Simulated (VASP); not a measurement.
Here is the system:

```yaml
crystal:
  lattice:
    - [0.00000, 2.88385, 2.88385]
    - [2.88385, 0.00000, 2.88385]
    - [2.88385, 2.88385, 0.00000]
  atoms:
    - { symbol: Pb, position: [0.00000, 0.00000, 0.00000] }
    - { symbol: S, position: [0.25000, 0.25000, 0.25000] }
```

The numbers are results of PBEsol GGA, VASP's PBE PAW potentials (set 64) (plane waves; VASP), not measurements. Run with 500 eV cut-off, 11×11×11 Γ-centred mesh, first-order Methfessel-Paxton smearing of 0.10 eV, potentials Pb_d S.

Unless said otherwise, spin-orbit coupling is left out, though it shifts the bands of the heavy elements here.

Task: What does the run give for the energy per atom (σ→0), pressure, band gap (on the k-mesh) with the smallest direct gap where there is one?

Result: 
```json
{
 "band gap (on the k-mesh)": "none (metal, semimetal or under 0.01 eV)",
 "energy per atom (σ→0)": "-3.689 eV/atom",
 "pressure": "29.95 GPa"
}
```

The absolute energy has meaning only against runs of the same code, potentials and settings.

The structure was generated: PbS was put into the zinc blende type (F-43m), which need not be its known phase. It was relaxed first under an external pressure of 30 GPa.
